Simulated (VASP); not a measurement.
Method: r2SCAN+rVV10, VASP's PBE PAW potentials (set 64) (plane waves; VASP).

The input files of a VASP run:

### KPOINTS
```
Automatic mesh
0
Gamma
9 9 9
0 0 0
```

### POSCAR
```
PtAl2
1
    0.0000000000     2.9453966456     2.9453966456
    2.9453966456     0.0000000000     2.9453966456
    2.9453966456     2.9453966456     0.0000000000
Al Pt
2 1
Direct
  0.2500000000   0.2500000000   0.2500000000
  0.7500000000   0.7500000000   0.7500000000
  0.0000000000   0.0000000000   0.0000000000
```

**INCAR**
```
ALGO = Normal
BPARAM = 11.95
CPARAM = 0.0093
EDIFF = 1E-7
ENCUT = 520
ISIF = 2
ISMEAR = 1
LASPH = .TRUE.
LCHARG = .FALSE.
LMAXMIX = 6
LMIXTAU = .TRUE.
LREAL = .FALSE.
LUSE_VDW = .TRUE.
LWAVE = .FALSE.
METAGGA = R2SCAN
NELM = 100
PREC = Accurate
SIGMA = 0.1
SYSTEM = PtAl2
```

POTCAR, in this order: Al Pt (PBE.64 set). Program: vasp_std.

Q: What will the output report for the number of irreducible k-points (NKPTS), largest plane-wave count, number of space-group operations, FFT grid (NGX, NGY, NGZ)?

A: 
* **number of irreducible k-points (NKPTS)**: 35
* **largest plane-wave count**: 1395
* **number of space-group operations**: 48
* **FFT grid (NGX, NGY, NGZ)**: 32 × 32 × 32

The compound is PtAl2 in the fluorite structure. It was relaxed first.
